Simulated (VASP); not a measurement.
Here is the system:

```xyz
6
Lattice="1.6733 -2.8983 0.0000 1.6733 2.8983 0.0000 0.0000 0.0000 13.3074" Properties=species:S:1:pos:R:3 pbc="T T T"
W      1.6733     0.9661     3.3268
W      1.6733    -0.9661     9.9805
Se     1.6733     0.9661    11.6999
Se     1.6733    -0.9661     5.0462
Se     1.6733    -0.9661     1.6075
Se     1.6733     0.9661     8.2612
```

Level of theory: vdW-DF-cx, VASP's PBE PAW potentials (set 64) (plane waves; VASP). Settings: 520 eV cut-off, 8×8×2 Γ-centred mesh, Gaussian smearing of 0.050 eV, potentials W_sv Se.

The ions and cell shape at fixed volume are relaxed. Give the cell that the relaxation ends in.

```xyz
6
Lattice="1.6504 -2.8586 0.0000 1.6504 2.8586 0.0000 0.0000 0.0000 13.6793" Properties=species:S:1:pos:R:3 pbc="T T T"
W      1.6504     0.9529     3.4198
W      1.6504    -0.9529    10.2594
Se     1.6504     0.9529    11.9428
Se     1.6504    -0.9529     5.1032
Se     1.6504    -0.9529     1.7364
Se     1.6504     0.9529     8.5761
```
Space group P6_3/mmc (194), at a tolerance of 0.03 Å.

How much energy does the relaxation gain?

The energy (σ→0) changes by -21.6 meV/atom, in 8 ionic steps.

| step | E(σ→0) (eV) | max force (eV/Å) | pressure (GPa) | volume (Å³) |
|---|---|---|---|---|
| 1 | -31.9433 | 0.857 | -7.26 | 129.07 |
| 2 | -32.0197 | 0.108 | -4.10 | 129.07 |
| 3 | -32.0197 | 0.095 | -4.05 | 129.07 |
| 4 | -32.0535 | 0.041 | -3.02 | 129.07 |
| 5 | -32.0726 | 0.046 | -1.28 | 129.07 |
| 6 | -32.0726 | 0.042 | -1.36 | 129.07 |
| 7 | -32.0727 | 0.033 | -1.67 | 129.07 |
| 8 | -32.0729 | 0.001 | -1.53 | 129.07 |

The compound is WSe2 in the 2H layered structure. This cell is one point of a volume scan, at 1.06 of the reference volume. Symmetry was kept, so distortions that lower it aren't found.
